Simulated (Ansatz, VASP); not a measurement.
**Two plane-wave programs on Zn3P**

File INCAR:

```
  PREC = Accurate
  ENCUT = 520
  EDIFF = 1E-7
  ISMEAR = -1
  SIGMA = 0.05
  LREAL = F
  LASPH = T
  NELM = 60
  ALGO = Normal
  ISIF = 2
  LWAVE = F
  LCHARG = T
  GGA = PE
  LELF = T
  LVHAR = T
  NBANDS = 28
```

File KPOINTS:

```
Automatic mesh
0
Gamma
  7 7 7
```

Contents of POSCAR:

```
Zn3P
1.0
    3.9755180000      0.0000000000      0.0000000000
    0.0000000000      3.9755180000      0.0000000000
    0.0000000000      0.0000000000      3.9755180000
Zn P
3 1
Direct
    0.5122900000      0.5046040000     -0.0014700000
    0.5034610000      0.0016670000      0.5024300000
   -0.0024470000      0.5025980000      0.4944630000
   -0.0053100000     -0.0030370000      0.0027560000
```

The input input.yaml:

```yaml
crystal:
  lattice:
    - [3.975518, 0.0, 0.0]
    - [0.0, 3.975518, 0.0]
    - [0.0, 0.0, 3.975518]
  atoms:
    - { symbol: Zn, position: [0.51229, 0.504604, -0.00147] }
    - { symbol: Zn, position: [0.503461, 0.001667, 0.50243] }
    - { symbol: Zn, position: [-0.002447, 0.502598, 0.494463] }
    - { symbol: P, position: [-0.00531, -0.003037, 0.002756] }
hamiltonian:
  xc: pbe
  pseudopotentials: { kind: paw }
kpoints:
  mp_grid: { grid: [7, 7, 7] }
scf:
  occupations: { method: fermi_dirac, width: 0.05 }
output:
  forces: true
  stress: true
  eigenvalues: true
  write_density: true
  write_potential: true
  elf: true
  volumetric_format: npy
```

Change from the starting cell: atoms moved at random, drawn with an rms of 0.05 Å.

Alike in both runs: task single point; functional PBE; k mesh 7 × 7 × 7; occupations fermi-dirac, width 0.05 eV; no spin polarisation.

|  | VASP | Ansatz |
| --- | --- | --- |
| version | VASP 6.6.1 | Ansatz 0.2.0 |
| potentials or method | VASP PAW PBE potentials, release 64 (Zn, P) | Ansatz PAW |
| plane-wave cutoff (eV) | 520 | 420 |
| valence electrons in the cell | 41 | 41 |

|  | VASP | Ansatz | Ansatz less VASP |
| --- | --- | --- | --- |
| gap on the k mesh at the Fermi level (eV) | none | none | - |
| pressure (GPa) | -0.6 | -0.8 | -0.20 |
| largest component of the traceless stress (GPa) | 0.07 | 0.07 | -0.001 |
| rms of the force components (eV/Å) | 0.069 | 0.068 | -0.0012 |

Atom by atom the forces differ by 0.001 eV/Å (rms over components). A gap of «none» marks a metal or a gap that the smearing closes.
